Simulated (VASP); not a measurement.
```
CELL_PARAMETERS angstrom
      0.00000     2.73242     2.73242
      2.73242     0.00000     2.73242
      2.73242     2.73242     0.00000
ATOMIC_POSITIONS crystal
  Ca 0.00000 0.00000 0.00000
```

Level of theory: rev-vdW-DF2, VASP's PBE PAW potentials (set 64) (plane waves; VASP). Numerical set-up: 520 eV cut-off, Gaussian smearing of 0.050 eV, potentials Ca_sv.

Q: Give the energies of bands 5 to 8 at the high-symmetry points, in eV from the Fermi level.

A: 
| band | Γ | X | U | L | W |
|---|---|---|---|---|---|
| 5 | -4.08 | -0.52 | -0.01 | -1.02 | 0.15 |
| 6 | 2.32 | 0.52 | 0.38 | -0.11 | 0.70 |
| 7 | 2.32 | 1.05 | 0.86 | 2.19 | 0.70 |
| 8 | 2.32 | 4.12 | 3.27 | 2.19 | 2.58 |

It has no gap at this level: it comes out as a metal or semimetal.

The compound is Ca in the fcc structure. It was relaxed first, which changed the volume by -6 %.
